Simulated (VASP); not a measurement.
Here is a VASP 6.6.1 calculation.

File INCAR:

```
PREC = Accurate ; ENCUT = 520
EDIFF = 1E-6 ; ISMEAR = 0
SIGMA = 0.1 ; LREAL = False
LASPH = True ; NELM = 120
ALGO = Normal ; ISIF = 3
LWAVE = False ; LCHARG = False
GGA = PE ; IBRION = 2
NSW = 90 ; EDIFFG = -0.01
KPAR = 8
```

KPOINTS

```
Automatic mesh
0
Gamma
  12 12 12
```

POSCAR

```
Ti2SnTe2
1.0
   -1.7920000000      1.7920000000      8.8590000000
    1.7920000000     -1.7920000000      8.8590000000
    1.7920000000      1.7920000000     -8.8590000000
Ti Sn Te
2 1 2
Direct
    0.5928434400      0.5928434400      0.0000000000
    0.4071565600      0.4071565600      0.0000000000
    0.0000000000      0.0000000000      0.0000000000
    0.1725364000      0.1725364000      0.0000000000
    0.8274636000      0.8274636000      0.0000000000
```

Potentials or basis: VASP PAW PBE potentials, release 64 (Ti_sv, Sn_d, Te).

The run is started by

```console
$ cat potpaw_PBE.64/Ti_sv/POTCAR potpaw_PBE.64/Sn_d/POTCAR potpaw_PBE.64/Te/POTCAR > POTCAR
$ mpirun -np 8 vasp_std > vasp.out
```

(1) What does it give for the space group after relaxing (to 0.05 Å)?

(2) What does it give for the relaxed cell?

(3) Predict the band gap on the k mesh.

(4) What does it give for the relaxed volume?

Results:

(1) I4/mmm (No. 139).

(2) a = 9.128 Å, b = 9.128 Å, c = 9.128 Å, α = 157.14°, β = 157.14°, γ = 32.55°.

(3) none (metal or under the smearing width).

(4) 22.94 Å³/atom.
